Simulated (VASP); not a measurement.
An input for Ansatz (written as the equivalent of a VASP run, and not itself run):

Ansatz 0.2 input:
```yaml
crystal:
  lattice:
    - [5.6100000, 0.0000000, 0.0000000]
    - [0.0000000, 5.6100000, 0.0000000]
    - [0.0000000, 0.0000000, 5.6100000]
  atoms:
    - { symbol: Cs, position: [0.0000000, 0.0000000, 0.0000000] }
    - { symbol: Pb, position: [0.5000000, 0.5000000, 0.5000000] }
    - { symbol: Cl, position: [0.5000000, 0.0000000, 0.5000000] }
    - { symbol: Cl, position: [0.0000000, 0.5000000, 0.5000000] }
    - { symbol: Cl, position: [0.5000000, 0.5000000, 0.0000000] }
kpoints:
  mp_grid: { grid: [4, 4, 4] }
hamiltonian:
  xc: r2scan
  pseudopotentials: { kind: paw }
scf:
  occupations: { method: gaussian, width: 0.05 }
  max_iter: 100
relax:
  max_steps: 60
  f_tol: 0.02
  cell: {}
output: { forces: true, stress: true, eigenvalues: true }
```

### Question
Write the VASP files for the same calculation (r2SCAN).

### Answer
Several could match; the one computed here: 
**KPOINTS**
```
Automatic mesh
0
Gamma
4 4 4
0 0 0
```

File POSCAR:
```
CsPbCl3
1.0
  5.6100000000   0.0000000000   0.0000000000
  0.0000000000   5.6100000000   0.0000000000
  0.0000000000   0.0000000000   5.6100000000
Cs Pb Cl
1 1 3
direct
  0.0000000000   0.0000000000   0.0000000000
  0.5000000000   0.5000000000   0.5000000000
  0.5000000000   0.0000000000   0.5000000000
  0.0000000000   0.5000000000   0.5000000000
  0.5000000000   0.5000000000   0.0000000000
```

**INCAR**
```
ALGO  =  Normal
EDIFF  =  1E-6
EDIFFG  =  -0.02
ENCUT  =  520
IBRION  =  2
ISIF  =  3
ISMEAR  =  0
LASPH  =  .TRUE.
LCHARG  =  .FALSE.
LMAXMIX  =  4
LMIXTAU  =  .TRUE.
LREAL  =  .FALSE.
LWAVE  =  .FALSE.
METAGGA  =  R2SCAN
NELM  =  100
NSW  =  60
PREC  =  Accurate
SIGMA  =  0.05
SYSTEM  =  CsPbCl3
```

POTCAR, in this order: Cs_sv Pb_d Cl (PBE.64 set). Program: vasp_std.

What does not carry over: each code has its own PAW files, so the cut-off isn't converted (ENCUT is set for VASP's; basis.ecutwfc is left out, and Ansatz then takes the one that its files recommend); Ansatz stops its SCF on the density residual and VASP on the energy change (EDIFF).

The compound is CsPbCl3 in the cubic perovskite structure, the ideal cubic form; the compound distorts at low or room temperature. This run relaxes it. Symmetry was kept, so distortions that lower it aren't found. The start is the result of an earlier pass.
